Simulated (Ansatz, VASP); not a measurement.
## Ta2N in two plane-wave programs

Aim: how closely do two programs agree when they are given the same cell, functional and k mesh? The cell is taken from a series of runs on this material, whose earlier steps may have relaxed, scaled, displaced or heated it; both programs get it as it stands.

Main program and level: Ansatz 0.2.0; plane waves, with VASP 6.6.1 beside it; single point at PBEsol.

## (1) The starting structure

The cell holds 3 atoms: 1 N and 2 Ta. Cell: a = 3.100 Å, b = 3.100 Å, c = 20.000 Å, α = 90.0°, β = 90.0°, γ = 120.0°. It derives from Ta2N. Vacuum lies along c.

## (2) VASP: single point, PBEsol

With cell and atoms fixed, the geometry can't cause a difference; cores, projectors, grids and the points listed under the comparison can.

Lines of VASP's logs that name or quote its potential files are left out, and so is its time.

File INCAR:

```
SYSTEM = Ta2N
PREC = Accurate
ENCUT = 520
EDIFF = 1E-06
NELM = 120
ISMEAR = 0
SIGMA = 0.1
LREAL = .FALSE.
ALGO = Normal
GGA = PS
NBANDS = 19
LASPH = .TRUE.
LORBIT = 11
LWAVE = .FALSE.
LCHARG = .FALSE.
ISIF = 2
LDIPOL = .TRUE.
IDIPOL = 3
DIPOL = 0.5 0.5 0.5
LVHAR = .TRUE.
GGA_COMPAT = .FALSE.
NELMDL = -8
```

File POSCAR:

```
Ta2N
1.0
    3.1000000000      0.0000000000      0.0000000000
   -1.5500000000      2.6846800000      0.0000000000
    0.0000000000      0.0000000000     20.0000000000
N Ta
1 2
Direct
    0.0000000000      0.0000000000      0.5000000000
    0.3333330000      0.6666670000      0.5600000000
    0.6666670000      0.3333330000      0.4400000000
```

File KPOINTS:

```
Automatic mesh
0
Gamma
6 6 1
0 0 0
```

The projector-augmented-wave data sets are N and Ta_pv (PBE family, release 64).

Launch:

```console
> mpirun -np 1 vasp_std
```

Numbers of over 12 decimals in the logs are rounded to 6 here.

The program printed:

```text
[banner, memory and clock lines left out]
running    1 mpi-ranks, on    1 nodes
 distrk:  each k-point on    1 cores,    1 groups
 distr:  one band on    1 cores,    1 groups

 POSCAR found type information on POSCAR N Ta
 POSCAR found :  2 types and       3 ions
|                                                                             |
|               ----> ADVICE to this user running VASP <----                  |
|                                                                             |
|     You enforced a specific xc type in the INCAR file but a different       |
|     [... a line on the potential file left out ...]
|     I HOPE YOU KNOW WHAT YOU ARE DOING!                                     |
|                                                                             |

 LDA part: xc-table for (Slater+PW92), standard interpolation
 POSCAR, INCAR and KPOINTS ok, starting setup
 FFT: planning ... GRIDC
 FFT: planning ... GRID_SOFT
 FFT: planning ... GRID
 WAVECAR not read
 entering main loop
       N       E                     dE             d eps       ncg     rms          rms(c)
DAV:   1     0.191444912417E+03    0.19144E+03   -0.14339E+04   322   0.114E+03
DAV:   2    -0.238724785546E+02   -0.21532E+03   -0.21321E+03   360   0.298E+02
DAV:   3    -0.365704458541E+02   -0.12698E+02   -0.12463E+02   337   0.678E+01
DAV:   4    -0.369854973622E+02   -0.41505E+00   -0.40803E+00   382   0.119E+01
DAV:   5    -0.369931109583E+02   -0.76136E-02   -0.75738E-02   345   0.144E+00
DAV:   6    -0.369934521774E+02   -0.34122E-03   -0.34064E-03   388   0.242E-01
DAV:   7    -0.369934584161E+02   -0.62387E-05   -0.62275E-05   348   0.383E-02
DAV:   8    -0.369934587992E+02   -0.38311E-06   -0.38301E-06   372   0.725E-03    0.252E+01
DAV:   9    -0.336482421932E+02    0.33452E+01   -0.28173E+01   341   0.304E+01    0.115E+01
DAV:  10    -0.332612491579E+02    0.38699E+00   -0.34001E+00   296   0.988E+00    0.546E+00
DAV:  11    -0.331686250625E+02    0.92624E-01   -0.42199E-01   304   0.467E+00    0.529E-01
DAV:  12    -0.331656318307E+02    0.29932E-02   -0.74325E-02   344   0.145E+00    0.315E-01
DAV:  13    -0.331648257690E+02    0.80606E-03   -0.16487E-02   345   0.838E-01    0.130E-01
DAV:  14    -0.331645804929E+02    0.24528E-03   -0.26228E-03   313   0.323E-01    0.336E-02
[...]
DAV:  19    -0.331651927700E+02   -0.35201E-04   -0.84831E-06   293   0.157E-02    0.324E-03
DAV:  20    -0.331651991338E+02   -0.63638E-05   -0.10468E-06   236   0.747E-03    0.812E-04
DAV:  21    -0.331652068240E+02   -0.76902E-05   -0.13643E-06   219   0.320E-03    0.496E-04
DAV:  22    -0.331652116871E+02   -0.48631E-05   -0.26680E-07   203   0.188E-03    0.437E-04
DAV:  23    -0.331652188653E+02   -0.71782E-05   -0.27799E-07   189   0.159E-03    0.301E-04
DAV:  24    -0.331652208631E+02   -0.19978E-05   -0.89510E-08   170   0.818E-04    0.166E-04
DAV:  25    -0.331652219131E+02   -0.10500E-05   -0.58270E-08   159   0.541E-04    0.667E-05
DAV:  26    -0.331652220437E+02   -0.13059E-06   -0.85376E-09   151   0.259E-04
   1 F= -.33165222E+02 E0= -.33156805E+02  d E =-.168339E-01
```

OUTCAR, selected parts (step 2):

```text
ion  position               nearest neighbor table
   1  0.000  0.000  0.500-   2 2.15   3 2.15   3 2.15   2 2.15   3 2.15   2 2.15
   2  0.333  0.667  0.560-   1 2.15   1 2.15   1 2.15   3 2.99   3 2.99   3 2.99
   3  0.667  0.333  0.440-   1 2.15   1 2.15   1 2.15   2 2.99   2 2.99   2 2.99

  LATTYP: Found a hexagonal cell.
 ALAT       =     3.1000000000
 C/A-ratio  =     6.4516129032

 Subroutine GETGRP returns: Found 12 space group operations
 (whereof 12 operations were pure point group operations)

The static configuration has the point symmetry D_3d.

 Found      7 irreducible k-points:

   k-points           NKPTS =      7   k-points in BZ     NKDIM =      7   number of bands    NBANDS=     19

   dimension x,y,z NGX =    24 NGY =   24 NGZ =  150
   dimension x,y,z NGXF=    48 NGYF=   48 NGZF=  300

   ENCUT  =  520.0 eV  38.22 Ry    6.18 a.u.   5.76  5.76 37.19*2*pi/ulx,y,z

   NELECT =      27.0000    total number of electrons

 k-points in reciprocal lattice and weights: Automatic mesh
   0.00000000  0.00000000  0.00000000       0.028
   0.16666667  0.00000000  0.00000000       0.167
   0.33333333  0.00000000  0.00000000       0.167
   0.50000000  0.00000000  0.00000000       0.083
   0.16666667  0.16666667  0.00000000       0.167
   0.33333333  0.16666667  0.00000000       0.333
   0.33333333  0.33333333  0.00000000       0.056

 dipolmoment           0.000000      0.000000     -0.000000 electrons x Angstroem

 average (electrostatic) potential at core
       1 -72.8806       2 -45.0630       3 -45.0630

 E-fermi :  -1.8063

 k-point     1 :       0.0000    0.0000    0.0000
  band No.  band energies     occupation
    ...
     11      -4.6681      2.00000
     12      -2.8676      2.00000
     13      -2.7662      2.00000
     14      -2.4045      2.00000
     15      -2.4045      2.00000
     16      -0.5572      0.00000
     17      -0.4784      0.00000
     18      -0.4784      0.00000
     19       0.3982      0.00000

 k-point     2 :       0.1667    0.0000    0.0000
  band No.  band energies     occupation
    ...
     11      -4.0689      2.00000
     12      -3.6141      2.00000
     13      -3.2542      2.00000
     14      -2.1945      2.00000
     15      -1.8063      1.00036
     16      -1.0129      0.00000
     17      -0.5117      0.00000
     18      -0.0740      0.00000
     19       1.1121      0.00000

 k-point     3 :       0.3333    0.0000    0.0000
  band No.  band energies     occupation
    ...
      9      -8.6248      2.00000
     10      -8.1865      2.00000
     11      -5.1562      2.00000
     12      -3.2437      2.00000
     13      -2.7375      2.00000
     14      -0.9355      0.00000
     15      -0.7830      0.00000
     16      -0.4646      0.00000
     17       0.0758      0.00000
     18       0.9390      0.00000
    ...

  Total       -3.3072330     -3.3072361     -3.0943586      0.0000000     -0.0000000      0.0000000
  in kB      -31.8339961    -31.8340257    -29.7849595      0.0000000     -0.0000000      0.0000000
  external PRESSURE =     -31.1509938 kB  Pullay stress =       0.0000000 kB

  energy-cutoff  :      520.00
  volume of cell :      166.45
      direct lattice vectors                 reciprocal lattice vectors
     3.100000000  0.000000000  0.000000000     0.322580645  0.186241936  0.000000000
    -1.550000000  2.684680000  0.000000000     0.000000000  0.372483871  0.000000000
     0.000000000  0.000000000 20.000000000     0.000000000  0.000000000  0.050000000

 POSITION                                       TOTAL-FORCE (eV/Angst)
 -----------------------------------------------------------------------------------
      0.00000      0.00000     10.00000         0.000000      0.000000      0.000000
     -0.00000      1.78979     11.20000        -0.000000     -0.000000     -1.279555
      1.55000      0.89489      8.80000         0.000000      0.000000      1.279555
 -----------------------------------------------------------------------------------
    total drift:                                0.000000      0.000000      0.000000

  FREE ENERGIE OF THE ION-ELECTRON SYSTEM (eV)
  ---------------------------------------------------
  free  energy   TOTEN  =       -33.1652220437 eV

  energy  without entropy=      -33.1483881705  energy(sigma->0) =      -33.15680511

 vacuum level on the upper side and lower side of the slab         3.078         3.078

 total charge
# of ion       s       p       d       tot
------------------------------------------
    1        1.246   2.477   0.000   3.723
    2        0.305   6.188   2.323   8.815
    3        0.305   6.188   2.323   8.815
--------------------------------------------------
tot          1.855  14.852   4.646  21.353

[... 3 further parts left out ...]
```

The run ends at a pressure of -3.12 GPa, with forces up to 1.3 eV/Å.

## (3) Ansatz: single point, PBEsol

Ansatz runs on its PAW soft_1 files.

The same cell, functional, mesh and smearing now go to Ansatz, which takes its cutoff from its data sets.

File input.yaml:

```yaml
crystal:
  lattice:
    - [3.1, 0.0, 0.0]
    - [-1.55, 2.68468, 0.0]
    - [0.0, 0.0, 20.0]
  atoms:
    - { symbol: "N", position: [0.0, 0.0, 0.5] }
    - { symbol: Ta, position: [0.333333, 0.666667, 0.56] }
    - { symbol: Ta, position: [0.666667, 0.333333, 0.44] }
  periodic: [true, true, false]
kpoints:
  mp_grid: { grid: [6, 6, 1] }
hamiltonian:
  xc: pbesol
  pseudopotentials: { kind: paw, azcp: { folder: soft_1 }, xc_functional: pbe }
scf:
  occupations: { method: gaussian, width: 0.1 }
output:
  forces: true
  stress: true
  eigenvalues: true
```

Launch:

```console
> ansatz run input.yaml --threads 4 --pin off --max-ram 16384MiB --backend cpu --events-out ev --progress --plain --runs-dir out
```

The program printed:

```text
Warning: crystal.periodic: the lattice vector that does not repeat stood 0.000° off the slab's normal, 20.000 Å along it as the deck builds it. The run solves the slab on a vector along the normal, 28.600 Å long, with every atom where it was (on the deck's vector they left 17.60 Å outside them, and the widest stretch free of ions among them is 1.20 Å). A fractional position that the run reports is one of the run's ce [...]
Warning: the atoms were moved onto the symmetric positions of the space group found under crystal.symmetry.tolerance 1.0e-5 (fractional; no operation is sought that the atoms, as they stand in a round, miss by more than twice it, and no atom is moved by as much as it), and the run uses the moved positions. Before a round's move an operation carried an atom to 3.10e-6 Å from where it should land, the largest such dist [...]
crystal.periodic: the lattice vector that does not repeat stood 0.000° off the slab's normal, 20.000 Å along it as the deck builds it. The run solves the slab on a vector along the normal, 28.600 Å long, with every atom where it was (on the deck's vector they left 17.60 Å outside them, and the widest stretch free of ions among them is 1.20 Å). A fractional position that the run reports is one of the run's cell, which [...]
Engine: ansatz 0.2.0, aarch64-unknown-linux-gnu
Pseudopotentials: kind: paw
Pseudopotential: N, paw, valence charge 5, recommended cutoff 420 eV (normal), soft_1/N.paw.azcp
Pseudopotential: Ta, paw, valence charge 13, recommended cutoff 420 eV (normal), soft_1/Ta.paw.azcp
Functional definition: PBEsol
  exchange = pbesol_x
  correlation = pbesol_c
Crystal: 3 atoms, lattice volume = 238.024 Å³
Basis set: ecut = 420 eV, 4631 PW (Γ), exchange–correlation on 48×48×384 points (8 copies of the dense FFT grid, shifted against one another)
Bands: 20, of which v1, the nominal top of the filled ones, is band 16 counted from 1 (15 counted from 0)
Symmetry: 12 space group operations
Space group: P-3m1 (ITA 164), of the structure as read, at distance tolerance 6.2e-5 Å
k-points: 7 of 36
Non-local potential: N, projectors of the file, l = 0: 2, l = 1: 2, l = 2: 1
Non-local potential: Ta, projectors of the file, l = 0: 3, l = 1: 2, l = 2: 2, l = 3: 1
PAW form: soft (Blöchl's): semilocal exchange-correlation on the pseudo side does not see the compensation charge
PAW frozen core: N, regenerated for the run's functional, and the local potential with it (the file was generated under x = pbe(κ = 0.804, μ = 0.219515), c = pbe(β = 0.066725))
PAW frozen core: Ta, regenerated for the run's functional, and the local potential with it (the file was generated under x = pbe(κ = 0.804, μ = 0.219515), c = pbe(β = 0.066725))
PAW one-centre angular grid: N, 110 points (default); XC on 64 Gauss nodes
PAW one-centre angular grid: Ta, 590 points (default); XC on 64 Gauss nodes
Initial density: superposition of atomic densities (neutral atoms: chi_scale 0, normalization atom)
Initial wavefunctions: pseudopotential atomic-orbital guess
Functional: x = pbesol(κ = 0.804, μ = 0.123457), c = pbesol(β = 0.046)
SCF iter   1: F=—  HF=-19995.053310 eV  |F-HF|=—  |Δ(HF+E_count)|=         —  Δρ=4.67e-2  dr2=1.15e1  ethr=3.10e-3  ⟨swp⟩=11.1  Hψ=1055  notcnv=0
preconditioner: auto → LDOS  [insulator: Δε(μ)=0.235 eV  Ē_g=6.862 eV  σ=0.100 eV  W_gap=0.63  n_scr=16 (ndim 8)  ℏωp=8.7 eV  f_vac=0.740  D(μ)=2.17/eV (n_scr^D=10)  ε∞_Penn≈2.6  β→1.0]
SCF iter   2: F=—  HF=-19993.342134 eV  |F-HF|=—  |Δ(HF+E_count)|=    1.71e0  Δρ=2.72e-2  dr2=3.50e0  ethr=3.10e-3  ⟨swp⟩=5.4  Hψ=493  notcnv=0  defer=1
SCF iter   3: F=—  HF=-19992.788804 eV  |F-HF|=—  |Δ(HF+E_count)|=   5.53e-1  Δρ=4.22e-3  dr2=7.11e-2  ethr=3.10e-3  ⟨swp⟩=4.3  Hψ=387  notcnv=0  defer=2
SCF iter   4: F=—  HF=-19992.778504 eV  |F-HF|=—  |Δ(HF+E_count)|=   1.03e-2  Δρ=2.44e-3  dr2=1.70e-2  ethr=2.29e-4  ⟨swp⟩=3.7  Hψ=392  notcnv=0  defer=2
SCF iter   5: F=—  HF=-19992.775795 eV  |F-HF|=—  |Δ(HF+E_count)|=   2.71e-3  Δρ=4.29e-4  dr2=2.83e-4  ethr=5.50e-5  ⟨swp⟩=2.9  Hψ=244  notcnv=0  defer=2
SCF iter   6: F=—  HF=-19992.775983 eV  |F-HF|=—  |Δ(HF+E_count)|=   1.88e-4  Δρ=1.23e-4  dr2=2.19e-5  ethr=9.12e-7  ⟨swp⟩=3.9  Hψ=331  notcnv=0  defer=2
SCF iter   7: F=—  HF=-19992.776147 eV  |F-HF|=—  |Δ(HF+E_count)|=   1.64e-4  Δρ=2.13e-5  dr2=2.67e-6  ethr=7.07e-8  ⟨swp⟩=4.0  Hψ=340  notcnv=0  defer=2
SCF iter   8: F=-19992.776148 eV  HF=-19992.776148 eV  |F-HF|=1.23e-7  |Δ(HF+E_count)|=   8.02e-7  Δρ=4.59e-6  dr2=3.91e-8  ethr=3.23e-10  ⟨swp⟩=13.3  Hψ=1240  notcnv=0
SCF 1 converged in 8 iterations: F = -19992.776148 eV  dr2 = 3.91e-8
  greatest PAW one-centre occupation: 0.999 electrons in one spin orbital (limit 2), on the Ta atom at site 2 (counted from 0), in its partial waves of l = 0
SCF converged after 8 iterations
Free energy (F): -19992.776148 eV
Harris-Foulkes:  -19992.776148 eV  (|F-HF|=1.23e-7)
Internal energy: -19992.758842 eV  (E = F + TS)
E sigma→0 (E₀):  -19992.767495 eV
Entropy (-TS):   -0.017306 eV (-5.769 meV/atom)
Fermi energy:    -4.883120 eV
--- Per-component energies (eV) ---
  E_band       = -934.745150
  E_kinetic    = 909.623080
  E_local      = -61560.791855  (includes V_loc(G=0)·N_el)
  E_nonlocal   = 17.499039
  E_hartree    = 30233.156323
  E_xc         = -693.233971
  E_vxc        = -537.651951  (∫ρ·V_xc dr)
  E_paw        = -16485.454449  (= ΣΔE_a)
  E_vpaw       = -229.756939  (= ΣTr[D̂ρ^β])
  E_aug_tail   = 0.000972  (compensation charges beyond the density's cutoff)
  E_ewald      = 27585.986496
  E_core_change = 0.455524  (= ΣΔE_core)
  E_smearing   = -0.017306  (= −TS)
  E_closure    = 0.000000  (closes the sum)
  Σ components = -19992.776148   (vs F -19992.776148, Δ=0.00e0)
--- Forces (eV/Å), atoms counted from 1 ---
  atom   1  N      0.00000000     0.00000000     0.00000000
  atom   2  Ta    -0.00000000    -0.00000000    -1.31709904
  atom   3  Ta     0.00000000     0.00000000     1.31709904
  max |Σ_I F_I| component: 9.25e-18 eV/Å
--- 2D stress c σ (N/m, compression-positive) ---
       -6.657874       0.000000       0.000000
        0.000000      -6.657874       0.000000
        0.000000       0.000000       0.000000
  P = ½ c Tr σ = -6.6579 N/m
--- Band table (eV; the first three rows and the last of 7) ---
  k-point 0: bands = [... 12 lower, -7.7570, -5.9512, -5.8357, -5.4784, -5.4784, -3.6514, -3.5435, -3.5435]
  k-point 1: bands = [... 12 lower, -7.1512, -6.6915, -6.3365, -5.2675, -4.8806, -4.0904, -3.5824, -3.1534]
  k-point 2: bands = [... 12 lower, -8.2305, -6.3221, -5.8151, -4.0215, -3.8578, -3.5379, -2.9994, -2.1336]
  k-point 6: bands = [... 12 lower, -6.2684, -6.2625, -6.2625, -4.7406, -3.4302, -3.4302, -1.9502, -1.9502]
```

Reading the cycles: dr2 is the Hartree energy of the density residual (eV), the measure of convergence; HF is the Harris–Foulkes estimate of the energy, which meets the free energy F at convergence.

## (4) Comparison

Known differences besides the potentials themselves: Ansatz cuts the interaction across the vacuum, VASP repeats the sheet with a dipole correction; the data sets hold 31 valence electrons in Ansatz (on its PAW soft_1 files) and 27 in VASP; the cutoff is 420 eV in Ansatz and 520 eV in VASP; Ansatz makes its cores anew for this functional, VASP keeps those of its PBE data sets. Total energies have different zeros and are not compared.

Forces (eV/Å; atoms numbered as in POSCAR):

```csv
atom,"Ansatz x, y, z","VASP x, y, z"
N1,"0.000, 0.000, 0.000","0.000, 0.000, 0.000"
Ta2,"0.000, 0.000, -1.317","0.000, 0.000, -1.280"
Ta3,"0.000, 0.000, 1.317","0.000, 0.000, 1.280"
```

The forces differ by 18 meV/Å r.m.s., which is 2.9 % of the r.m.s. force of 0.603 eV/Å (both taken over all components). With vacuum in the cell, a pressure given here is an average over mostly empty space and none of the material.

## (5) Results

- r.m.s. force difference (single point, PBEsol): 2.9 % of the r.m.s. force

The r.m.s. force difference is 2.9 % of the r.m.s. force (single point, PBEsol), at about the 3 % picked in this series as the mark of a large difference. The data sets hold unlike numbers of valence electrons (31 in Ansatz and 27 in VASP), so part of the differences comes from the potentials. How closely two codes agree says nothing of how well the functional describes the real material.

[Lines on the potential files, build, host, timing and source positions are cut from VASP's logs without a mark.]

[Logs are printed without paths, hosts, clocks, repeated set-up lines and the standing remarks that a program may print on its own settings, such as how far it seeks lower states.]

[Hosts, paths, dates, database ids (printed as entryN), source tags and the programs' standing remarks are cut or masked in the printed files.]
